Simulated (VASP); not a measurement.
Computed with PBE GGA, VASP's PBE PAW potentials (set 64) (plane waves; VASP).

A VASP calculation is set up with these files.

**INCAR**
```
NUPDOWN=1
EDIFF=1E-6
LREAL=.False.   ! projection in real space or not
PREC=Normal
LCHARG=.False.
LMAXMIX=4   ! l cut-off of mixed one-centre charges
ISMEAR=0
ENCUT=520   ! plane-wave cut-off (eV)
MAGMOM=1
NELM=200
SYSTEM=Ga atom
GGA=PE
LASPH=.True.
ISYM=0
LORBIT=10
ISPIN=2   ! spin-polarised
ALGO=All   ! all-band CG
LWAVE=.False.
SIGMA=0.01
```

### POSCAR
```
Ga atom
1
   12.0000000000     0.0000000000     0.0000000000
    0.0000000000    12.5000000000     0.0000000000
    0.0000000000     0.0000000000    13.0000000000
Ga
1
Direct
  0.0000000000   0.0000000000   0.0000000000
```

### KPOINTS
```
kpoints
0
gamma
  1 1 1
0 0 0
```

POTCAR, in this order: Ga_d (PBE.64 set). Program: vasp_gam. Read from the step before: WAVECAR.

What VASP printed:

File OSZICAR:
```
       N       E                     dE             d eps       ncg     rms           ort
SDA:   1    -0.287338671321E+00   -0.28734E+00    0.00000E+00    11   0.301E-05   0.000E+00
CGA:   2    -0.287339626293E+00   -0.95497E-06   -0.94845E-06    11   0.171E-05   0.569E-07
   1 F= -.28733963E+00 E0= -.28733963E+00  d E =-.324195E-13  mag=     1.0000
```

File OUTCAR:
```
------------------------ aborting loop because EDIFF is reached ----------------------------------------
  FORCE on cell =-STRESS in cart. coord.  units (eV):
  Direction    XX          YY          ZZ          XY          YZ          ZX
  --------------------------------------------------------------------------------------
  Total       -0.0055206      0.0079465      0.0007415      0.0032405      0.0015893     -0.0030487
  in kB       -0.0045359      0.0065291      0.0006092      0.0026625      0.0013058     -0.0025049
  external PRESSURE =       0.0008675 kB  Pullay stress =       0.0000000 kB
  volume of cell :     1950.00
      direct lattice vectors                 reciprocal lattice vectors
    12.000000000  0.000000000  0.000000000     0.083333333  0.000000000  0.000000000
     0.000000000 12.500000000  0.000000000     0.000000000  0.080000000  0.000000000
     0.000000000  0.000000000 13.000000000     0.000000000  0.000000000  0.076923077
 POSITION                                       TOTAL-FORCE (eV/Angst)
 -----------------------------------------------------------------------------------
      0.00000      0.00000      0.00000         0.000066      0.000017      0.000017
 -----------------------------------------------------------------------------------
    total drift:                                0.000066      0.000017      0.000017
  FREE ENERGIE OF THE ION-ELECTRON SYSTEM (eV)
  ---------------------------------------------------
  free  energy   TOTEN  =        -0.2873396263 eV

  energy  without entropy=       -0.2873396263  energy(sigma->0) =       -0.28733963

 total charge

# of ion       s       p       d       tot
------------------------------------------
    1        1.193   0.280   9.914  11.387

 magnetization (x)

# of ion       s       p       d       tot
------------------------------------------
    1       -0.007   0.280  -0.002   0.271
```
(Selected blocks of OUTCAR.)

The atom may not be in its lowest state.

The cell is a free atom in a box.
